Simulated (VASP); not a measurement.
Consider the following.

```yaml
crystal:
  lattice:
    - [0.00000, 3.00742, 3.00742]
    - [3.00742, 0.00000, 3.00742]
    - [3.00742, 3.00742, 0.00000]
  atoms:
    - { symbol: In, position: [0.00000, 0.00000, 0.00000] }
    - { symbol: P, position: [0.25000, 0.25000, 0.25000] }
```

Method: RPBE GGA, VASP's PBE PAW potentials (set 64) (plane waves; VASP 6.6.1). Settings: 520 eV cut-off, 9×9×9 Γ-centred mesh, tetrahedra with Blöchl corrections, potentials In_d P.

Unless said otherwise, spin-orbit coupling is left out, though it shifts the bands of the heavy elements here.

Problem. Tabulate the total density of states (states/eV per cell) against energy (eV; zero at the valence-band maximum or, without a gap, the Fermi level).

Solution. 
```json
[
 {"E (eV)": "-9.97", "DOS (states/eV)": "0.73"},
 {"E (eV)": "-9.61", "DOS (states/eV)": "1.30"},
 {"E (eV)": "-9.25", "DOS (states/eV)": "1.83"},
 {"E (eV)": "-8.89", "DOS (states/eV)": "0.35"},
 {"E (eV)": "-8.53", "DOS (states/eV)": "0.00"},
 {"E (eV)": "-8.17", "DOS (states/eV)": "0.00"},
 {"E (eV)": "-7.81", "DOS (states/eV)": "0.00"},
 {"E (eV)": "-7.45", "DOS (states/eV)": "0.00"},
 {"E (eV)": "-7.09", "DOS (states/eV)": "0.00"},
 {"E (eV)": "-6.73", "DOS (states/eV)": "0.00"},
 {"E (eV)": "-6.49", "DOS (states/eV)": "0.00"},
 {"E (eV)": "-6.13", "DOS (states/eV)": "0.00"},
 {"E (eV)": "-5.77", "DOS (states/eV)": "0.00"},
 {"E (eV)": "-5.41", "DOS (states/eV)": "0.00"},
 {"E (eV)": "-5.05", "DOS (states/eV)": "2.82"},
 {"E (eV)": "-4.69", "DOS (states/eV)": "0.87"},
 {"E (eV)": "-4.33", "DOS (states/eV)": "0.54"},
 {"E (eV)": "-3.97", "DOS (states/eV)": "0.38"},
 {"E (eV)": "-3.61", "DOS (states/eV)": "0.28"},
 {"E (eV)": "-3.25", "DOS (states/eV)": "0.20"},
 {"E (eV)": "-2.89", "DOS (states/eV)": "0.39"},
 {"E (eV)": "-2.53", "DOS (states/eV)": "1.46"},
 {"E (eV)": "-2.17", "DOS (states/eV)": "1.72"},
 {"E (eV)": "-1.81", "DOS (states/eV)": "2.04"},
 {"E (eV)": "-1.45", "DOS (states/eV)": "1.95"},
 {"E (eV)": "-1.09", "DOS (states/eV)": "1.88"},
 {"E (eV)": "-0.73", "DOS (states/eV)": "1.11"},
 {"E (eV)": "-0.37", "DOS (states/eV)": "0.47"},
 {"E (eV)": "-0.01", "DOS (states/eV)": "0.01"},
 {"E (eV)": "0.35", "DOS (states/eV)": "0.00"},
 {"E (eV)": "0.59", "DOS (states/eV)": "0.00"},
 {"E (eV)": "0.95", "DOS (states/eV)": "0.01"},
 {"E (eV)": "1.31", "DOS (states/eV)": "0.02"},
 {"E (eV)": "1.67", "DOS (states/eV)": "0.20"},
 {"E (eV)": "2.03", "DOS (states/eV)": "0.58"},
 {"E (eV)": "2.39", "DOS (states/eV)": "1.28"},
 {"E (eV)": "2.75", "DOS (states/eV)": "2.35"},
 {"E (eV)": "3.11", "DOS (states/eV)": "1.44"},
 {"E (eV)": "3.47", "DOS (states/eV)": "0.77"},
 {"E (eV)": "3.83", "DOS (states/eV)": "0.80"}
]
```
Within 2 eV below the valence-band maximum the largest weight inside VASP's projection spheres is P p, then In p.

The compound is InP in the zinc blende structure. It was relaxed first, which changed the volume by +8 %.
